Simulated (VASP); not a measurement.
Output of a VASP run:

**OSZICAR**
```
       N       E                     dE             d eps       ncg     rms          rms(c)
DAV:   1     0.842547223221E+02    0.84255E+02   -0.98265E+03  1310   0.246E+03
DAV:   2    -0.696623050195E+01   -0.91221E+02   -0.85570E+02  1377   0.349E+02
DAV:   3    -0.139782612051E+02   -0.70120E+01   -0.69603E+01  1412   0.872E+01
DAV:   4    -0.140876186701E+02   -0.10936E+00   -0.10928E+00  1394   0.120E+01
DAV:   5    -0.140898597437E+02   -0.22411E-02   -0.22410E-02  1398   0.145E+00    0.758E+00
DAV:   6    -0.121532963681E+02    0.19366E+01   -0.60487E+00  1863   0.473E+01    0.268E+00
DAV:   7    -0.121604589703E+02   -0.71626E-02   -0.33526E-01  1227   0.822E+00    0.176E+00
DAV:   8    -0.121572660748E+02    0.31929E-02   -0.79131E-02  1365   0.433E+00    0.866E-01
DAV:   9    -0.121514368934E+02    0.58292E-02   -0.21727E-02  1853   0.355E+00    0.216E-01
DAV:  10    -0.121518476741E+02   -0.41078E-03   -0.16872E-03  1339   0.625E-01    0.930E-02
DAV:  11    -0.121517617203E+02    0.85954E-04   -0.32627E-04  1807   0.353E-01    0.833E-03
DAV:  12    -0.121517676265E+02   -0.59062E-05   -0.30733E-05  1312   0.742E-02    0.781E-03
DAV:  13    -0.121517674767E+02    0.14978E-06   -0.15277E-06  1462   0.121E-02    0.195E-03
DAV:  14    -0.121517674225E+02    0.54197E-07   -0.94383E-08   901   0.339E-03
   1 F= -.12483810E+02 E0= -.12483810E+02  d E =-.224078E-15
```

### OUTCAR
```
------------------------ aborting loop because EDIFF is reached ----------------------------------------
 Edisp (eV)   -0.33204
  FORCE on cell =-STRESS in cart. coord.  units (eV):
  Direction    XX          YY          ZZ          XY          YZ          ZX
  --------------------------------------------------------------------------------------
  Total      -0.73414    -0.73414    -0.73414    -0.00000     0.00000     0.00000
  in kB     -49.34834   -49.34834   -49.34834    -0.00000     0.00000     0.00000
  external pressure =      -49.35 kB  Pullay stress =        0.00 kB
  volume of cell :       23.84
      direct lattice vectors                 reciprocal lattice vectors
     0.000000000  2.284173696  2.284173696    -0.218897539  0.218897539  0.218897539
     2.284173696  0.000000000  2.284173696     0.218897539 -0.218897539  0.218897539
     2.284173696  2.284173696  0.000000000     0.218897539  0.218897539 -0.218897539
  FREE ENERGIE OF THE ION-ELECTRON SYSTEM (eV)
  ---------------------------------------------------
  free  energy   TOTEN  =       -12.4838102878 eV

  energy  without entropy=      -12.4838102878  energy(sigma->0) =      -12.48381029
```
(Selected blocks of OUTCAR.)

### POSCAR
```
GaN
1
    0.0000000000     2.2841736964     2.2841736964
    2.2841736964     0.0000000000     2.2841736964
    2.2841736964     2.2841736964     0.0000000000
Ga N
1 1
Direct
  0.0000000000   0.0000000000   0.0000000000
  0.2500000000   0.2500000000   0.2500000000
```

### Question
Reconstruct the remaining input files.

### Answer
One answer among several that fit: the input of the run itself, PBE GGA with D3 dispersion (zero damping), plane waves, VASP's PBE PAW potentials (set 64).

**INCAR**
```
! general
SYSTEM   =  GaN
PREC     =  Accurate
ENCUT    =  520   ! plane-wave cut-off (eV)
LREAL    =  .FALSE.
LASPH    =  .TRUE.   ! aspherical one-centre terms

! electronic loop
EDIFF    =  1E-7   ! SCF stop (eV)
NELM     =  100
ALGO     =  Normal
LMAXMIX  =  4   ! l cut-off of mixed one-centre charges

! smearing
ISMEAR   =  0   ! Gaussian
SIGMA    =  0.05   ! width (eV)

! functional
GGA      =  PE   ! PBE
IVDW     =  11   ! D3, zero damping

! ions
ISIF     =  2   ! forces and stress, cell fixed

! output
LWAVE    =  .FALSE.
LCHARG   =  .FALSE.
```

KPOINTS:
```
Automatic
0
G
10 10 10
```

POTCAR, in this order: Ga_d N (PBE.64 set). Program: vasp_std.

The compound is GaN in the zinc blende structure, a metastable form; wurtzite is the usual one. This cell is one point of a volume scan, at 1.03 of the reference volume.
